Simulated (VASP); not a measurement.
These are PBE GGA, VASP's PBE PAW potentials (set 64) (plane waves; VASP 6.6.1) values and carry that method's errors.

Input for VASP

File POSCAR:
```
MoS2
1.0
  1.5710389498  -2.7211186897   0.0000000000
  1.5710389498   2.7211186897   0.0000000000
  0.0000000000   0.0000000000  11.9770759527
Mo S
2 4
Cart
  1.5710389498   0.9070413773   2.9942689882
  1.5710389498  -0.9070413773   8.9828069645
  1.5710389498   0.9070413773  10.5489747553
  1.5710389498  -0.9070413773   4.5604367790
  1.5710389498  -0.9070413773   1.4281011974
  1.5710389498   0.9070413773   7.4166391737
```

### KPOINTS
```
Automatic mesh
0
Gamma
8 8 2
0 0 0
```

### INCAR
```
ALGO = Normal
EDIFF = 1E-6
EDIFFG = -0.02
ENCUT = 500
GGA = PE
IBRION = 2
ISIF = 3
ISMEAR = 0
LASPH = T
LCHARG = F
LMAXMIX = 4
LREAL = F
LWAVE = F
NELM = 100
NSW = 40
PREC = Accurate
PSTRESS = 100
SIGMA = 0.05
SYSTEM = MoS2
```

POTCAR, in this order: Mo_sv S (PBE.64 set). Program: vasp_std.

Output of the run:

### OSZICAR
```
...
DAV:   7    -0.429007547587E+02    0.40106E-03   -0.65787E-03  1494   0.532E-01    0.708E-02
DAV:   8    -0.429007225582E+02    0.32200E-04   -0.18950E-04  1518   0.892E-02    0.732E-02
DAV:   9    -0.429007117714E+02    0.10787E-04   -0.32482E-05  1494   0.359E-02    0.194E-02
DAV:  10    -0.429007088069E+02    0.29645E-05   -0.12014E-05  1527   0.199E-02    0.111E-02
DAV:  11    -0.429007081215E+02    0.68537E-06   -0.14745E-06  1052   0.621E-03
   2 F= -.36994852E+02 E0= -.36994852E+02  d E =0.116120E+00
       N       E                     dE             d eps       ncg     rms          rms(c)
DAV:   1    -0.446643875511E+02   -0.17637E+01   -0.32309E+01  1282   0.467E+01    0.129E+01
DAV:   2    -0.437112394576E+02    0.95315E+00   -0.85363E+00  1394   0.191E+01    0.449E+00
DAV:   3    -0.434166612863E+02    0.29458E+00   -0.19343E+00  1376   0.628E+00    0.240E+00
DAV:   4    -0.433783847606E+02    0.38277E-01   -0.21272E-01  1290   0.289E+00    0.621E-01
DAV:   5    -0.433748355131E+02    0.35492E-02   -0.44905E-02  1420   0.119E+00    0.653E-01
DAV:   6    -0.433750220873E+02   -0.18657E-03   -0.51478E-03  1521   0.391E-01    0.223E-01
DAV:   7    -0.433749282735E+02    0.93814E-04   -0.10199E-03  1373   0.203E-01    0.164E-01
DAV:   8    -0.433749120873E+02    0.16186E-04   -0.12356E-04  1763   0.584E-02    0.489E-02
DAV:   9    -0.433749153644E+02   -0.32771E-05   -0.18973E-05  1207   0.204E-02    0.258E-02
DAV:  10    -0.433749154191E+02   -0.54688E-07   -0.73422E-07   993   0.436E-03
   3 F= -.37156385E+02 E0= -.37156385E+02  d E =-.454137E-01
       N       E                     dE             d eps       ncg     rms          rms(c)
DAV:   1    -0.433882404663E+02   -0.13325E-01   -0.30954E+00  1317   0.116E+01    0.216E+00
DAV:   2    -0.433419356385E+02    0.46305E-01   -0.34759E-01  1406   0.390E+00    0.115E+00
DAV:   3    -0.433329087600E+02    0.90269E-02   -0.32806E-02  1579   0.852E-01    0.481E-01
DAV:   4    -0.433312077802E+02    0.17010E-02   -0.75314E-03  1345   0.540E-01    0.444E-01
DAV:   5    -0.433311153692E+02    0.92411E-04   -0.79819E-04  1536   0.157E-01    0.164E-01
DAV:   6    -0.433311007081E+02    0.14661E-04   -0.55574E-04  1402   0.981E-02    0.459E-02
DAV:   7    -0.433310887449E+02    0.11963E-04   -0.12110E-04  1513   0.673E-02    0.133E-02
DAV:   8    -0.433310892364E+02   -0.49146E-06   -0.49735E-06  1321   0.119E-02
   4 F= -.37181315E+02 E0= -.37181315E+02  d E =-.249299E-01
       N       E                     dE             d eps       ncg     rms          rms(c)
DAV:   1    -0.433166025474E+02    0.14486E-01   -0.15995E+00  1317   0.833E+00    0.155E+00
DAV:   2    -0.432928372199E+02    0.23765E-01   -0.18182E-01  1428   0.282E+00    0.840E-01
DAV:   3    -0.432879683369E+02    0.48689E-02   -0.18699E-02  1587   0.628E-01    0.341E-01
DAV:   4    -0.432870672502E+02    0.90109E-03   -0.41428E-03  1338   0.403E-01    0.321E-01
DAV:   5    -0.432870297020E+02    0.37548E-04   -0.40099E-04  1592   0.110E-01    0.116E-01
DAV:   6    -0.432870238548E+02    0.58473E-05   -0.30305E-04  1430   0.721E-02    0.340E-02
DAV:   7    -0.432870175655E+02    0.62893E-05   -0.64889E-05  1543   0.489E-02    0.100E-02
DAV:   8    -0.432870179178E+02   -0.35225E-06   -0.25812E-06  1100   0.862E-03
   5 F= -.37186303E+02 E0= -.37186303E+02  d E =-.299172E-01
       N       E                     dE             d eps       ncg     rms          rms(c)
DAV:   1    -0.433741609548E+02   -0.87143E-01   -0.58013E+00  1248   0.154E+01    0.280E+00
DAV:   2    -0.432792693239E+02    0.94892E-01   -0.95868E-01  1413   0.583E+00    0.208E+00
DAV:   3    -0.432532615359E+02    0.26008E-01   -0.95942E-02  1376   0.164E+00    0.614E-01
DAV:   4    -0.432479576393E+02    0.53039E-02   -0.24305E-02  1465   0.789E-01    0.311E-01
DAV:   5    -0.432477864543E+02    0.17119E-03   -0.17546E-03  1535   0.271E-01    0.217E-01
DAV:   6    -0.432477903425E+02   -0.38882E-05   -0.50272E-04  1512   0.111E-01    0.544E-02
DAV:   7    -0.432477787707E+02    0.11572E-04   -0.11334E-04  1501   0.575E-02    0.219E-02
DAV:   8    -0.432477759130E+02    0.28577E-05   -0.21134E-05  1364   0.227E-02    0.549E-03
DAV:   9    -0.432477762143E+02   -0.30134E-06   -0.17406E-06  1089   0.784E-03
   6 F= -.37205000E+02 E0= -.37205000E+02  d E =-.186977E-01
       N       E                     dE             d eps       ncg     rms          rms(c)
DAV:   1    -0.432730853652E+02   -0.25309E-01   -0.28248E+00  1256   0.108E+01    0.197E+00
DAV:   2    -0.432271673269E+02    0.45918E-01   -0.47243E-01  1428   0.410E+00    0.147E+00
DAV:   3    -0.432142597685E+02    0.12908E-01   -0.47394E-02  1360   0.115E+00    0.435E-01
DAV:   4    -0.432116335697E+02    0.26262E-02   -0.12424E-02  1453   0.562E-01    0.217E-01
DAV:   5    -0.432115656292E+02    0.67940E-04   -0.86244E-04  1566   0.188E-01    0.151E-01
DAV:   6    -0.432115811586E+02   -0.15529E-04   -0.23800E-04  1510   0.769E-02    0.395E-02
DAV:   7    -0.432115761050E+02    0.50535E-05   -0.53952E-05  1502   0.398E-02    0.164E-02
DAV:   8    -0.432115742078E+02    0.18972E-05   -0.98569E-06  1369   0.151E-02    0.429E-03
DAV:   9    -0.432115742658E+02   -0.57957E-07   -0.59009E-07   872   0.473E-03
   7 F= -.37209296E+02 E0= -.37209296E+02  d E =-.229936E-01
       N       E                     dE             d eps       ncg     rms          rms(c)
DAV:   1    -0.433069410649E+02   -0.95367E-01   -0.11930E+00  1268   0.869E+00    0.257E+00
DAV:   2    -0.432750894670E+02    0.31852E-01   -0.18733E-01  1387   0.297E+00    0.580E-01
DAV:   3    -0.432684121300E+02    0.66773E-02   -0.50118E-02  1436   0.980E-01    0.457E-01
DAV:   4    -0.432666285094E+02    0.17836E-02   -0.78890E-03  1412   0.554E-01    0.119E-01
DAV:   5    -0.432665708942E+02    0.57615E-04   -0.15925E-03  1578   0.229E-01    0.164E-01
DAV:   6    -0.432665296954E+02    0.41199E-04   -0.29428E-04  1449   0.876E-02    0.526E-02
DAV:   7    -0.432665205942E+02    0.91011E-05   -0.53957E-05  1380   0.484E-02    0.286E-02
DAV:   8    -0.432665189456E+02    0.16487E-05   -0.44359E-06  1255   0.119E-02    0.996E-03
DAV:   9    -0.432665191607E+02   -0.21513E-06   -0.75090E-07   830   0.526E-03
   8 F= -.37206848E+02 E0= -.37206848E+02  d E =0.244833E-02
       N       E                     dE             d eps       ncg     rms          rms(c)
DAV:   1    -0.432490536379E+02    0.17465E-01   -0.56386E-01  1268   0.596E+00    0.182E+00
DAV:   2    -0.432338207055E+02    0.15233E-01   -0.84862E-02  1387   0.202E+00    0.390E-01
DAV:   3    -0.432307901219E+02    0.30306E-02   -0.21475E-02  1428   0.646E-01    0.295E-01
DAV:   4    -0.432300136324E+02    0.77649E-03   -0.35369E-03  1389   0.373E-01    0.888E-02
DAV:   5    -0.432300114372E+02    0.21952E-05   -0.71769E-04  1592   0.155E-01    0.120E-01
DAV:   6    -0.432300141714E+02   -0.27342E-05   -0.16220E-04  1435   0.630E-02    0.381E-02
DAV:   7    -0.432300198577E+02   -0.56863E-05   -0.26660E-05  1402   0.340E-02    0.177E-02
DAV:   8    -0.432300200433E+02   -0.18558E-06   -0.20092E-06   939   0.834E-03
   9 F= -.37209921E+02 E0= -.37209921E+02  d E =-.625189E-03
       N       E                     dE             d eps       ncg     rms          rms(c)
DAV:   1    -0.432345238035E+02   -0.45039E-02   -0.46722E-02  1240   0.152E+00    0.200E-01
DAV:   2    -0.432336671838E+02    0.85662E-03   -0.35153E-03  1409   0.305E-01    0.124E-01
DAV:   3    -0.432335095310E+02    0.15765E-03   -0.57018E-04  1509   0.150E-01    0.658E-02
DAV:   4    -0.432334602688E+02    0.49262E-04   -0.98696E-05  1447   0.553E-02    0.438E-02
DAV:   5    -0.432334538350E+02    0.64338E-05   -0.34632E-05  1563   0.299E-02    0.110E-02
DAV:   6    -0.432334522474E+02    0.15876E-05   -0.88640E-06  1260   0.168E-02    0.379E-03
DAV:   7    -0.432334519643E+02    0.28314E-06   -0.69719E-07   774   0.485E-03
  10 F= -.37210030E+02 E0= -.37210030E+02  d E =-.108191E-03
```

OUTCAR:
```
------------------------ aborting loop because EDIFF is reached ----------------------------------------
  FORCE on cell =-STRESS in cart. coord.  units (eV):
  Direction    XX          YY          ZZ          XY          YZ          ZX
  --------------------------------------------------------------------------------------
  Total        5.9968625      5.9968580      6.1146133      0.0000000      0.0000000     -0.0000000
  in kB       99.5590575     99.5589821    101.5139401      0.0000000      0.0000000     -0.0000000
  external PRESSURE =       0.2106599 kB  Pullay stress =     100.0000000 kB
  volume of cell :       96.51
      direct lattice vectors                 reciprocal lattice vectors
     1.553396308 -2.690560311  0.000000000     0.321875363 -0.185834898  0.000000000
     1.553396308  2.690560311 -0.000000000     0.321875363  0.185834898  0.000000000
    -0.000000000 -0.000000000 11.545131971     0.000000000  0.000000000  0.086616593
 POSITION                                       TOTAL-FORCE (eV/Angst)
 -----------------------------------------------------------------------------------
      1.55340      0.89686      2.88628         0.000000     -0.000000     -0.000000
      1.55340     -0.89686      8.65885        -0.000000      0.000000     -0.000000
      1.55340      0.89686     10.22644        -0.000000      0.000000      0.010105
      1.55340     -0.89686      4.45388         0.000000      0.000000      0.010105
      1.55340     -0.89686      1.31869        -0.000000     -0.000000     -0.010105
      1.55340      0.89686      7.09125        -0.000000     -0.000000     -0.010105
 -----------------------------------------------------------------------------------
    total drift:                               -0.000205      0.001545     -0.000030
  FREE ENERGIE OF THE ION-ELECTRON SYSTEM (eV)
  ---------------------------------------------------
  free  energy   TOTEN  =       -43.2334519643 eV

  energy  without entropy=      -43.2334519643  energy(sigma->0) =      -43.23345196
  enthalpy is  TOTEN    =       -37.2100296281 eV   P V=        6.0234223362

 reached required accuracy - stopping structural energy minimisation
```
(Selected blocks of OUTCAR.)

**CONTCAR**
```
MoS2
   1.00000000000000
     1.5533963080513458   -2.6905603109229230    0.0000000000000000
     1.5533963080513458    2.6905603109229230   -0.0000000000000000
    -0.0000000000000000   -0.0000000000000000   11.5451319710306048
  Mo              S
     2     4
Direct
     0.3333330000000032    0.6666669999999968    0.2500000000000000
     0.6666669999999968    0.3333330000000032    0.7500000000000000
     0.3333330000000032    0.6666669999999968    0.8857796932554708
     0.6666669999999968    0.3333330000000032    0.3857796932554707
     0.6666669999999968    0.3333330000000032    0.1142203067445292
     0.3333330000000032    0.6666669999999968    0.6142203067445292
```

OUTCAR:
```
 val. band max:        9.1283543998   @ k =   0.0000   0.0000   0.0000

 cond. band min:       9.7483175307   @ k =   0.2500   0.1250   0.0000


 Fermi energy:         9.4106856792

 k-point     1 :       0.0000    0.0000    0.0000
  band No.  band energies     occupation
      1     -52.5432      2.00000
      2     -52.5432      2.00000
      3     -26.7397      2.00000
      4     -26.7393      2.00000
      5     -26.4477      2.00000
      6     -26.4477      2.00000
      7     -26.4477      2.00000
      8     -26.4477      2.00000
      9      -6.5121      2.00000
     10      -5.9009      2.00000
     11      -5.3724      2.00000
     12      -4.4105      2.00000
     13       1.4433      2.00000
     14       3.1432      2.00000
     15       4.8589      2.00000
     16       5.6223      2.00000
     17       5.6223      2.00000
     18       5.6536      2.00000
     19       5.6536      2.00000
     20       6.7436      2.00000
     21       6.7437      2.00000
     22       6.8593      2.00000
     23       6.8594      2.00000
     24       7.5031      2.00000
     25       8.2630      2.00000
     26       9.1284      2.00000
     27      11.1092      0.00000
     28      11.1092      0.00000
     29      11.1582      0.00000
     30      11.1705      0.00000
     31      11.1705      0.00000

 k-point     2 :       0.1250    0.0000    0.0000
  band No.  band energies     occupation
      1     -52.5357      2.00000
      2     -52.5357      2.00000
      3     -26.7253      2.00000
      4     -26.7250      2.00000
      5     -26.5195      2.00000
      6     -26.5195      2.00000
      7     -26.4639      2.00000
      8     -26.4639      2.00000
      9      -6.2567      2.00000
     10      -5.6524      2.00000
     11      -5.2350      2.00000
     12      -4.3324      2.00000
     13       1.7255      2.00000
     14       3.4092      2.00000
     15       4.4823      2.00000
     16       5.0811      2.00000
     17       5.1626      2.00000
...
```

Energy and stress use the plane-wave basis of the starting cell. Without a dispersion term in the relaxation, distances and binding between the weakly bound layers, chains or molecules are unreliable, and so is what depends on them.

The compound is MoS2 in the 2H layered structure. This run relaxes it under an external pressure of 10 GPa. Symmetry was kept, so distortions that lower it aren't found.
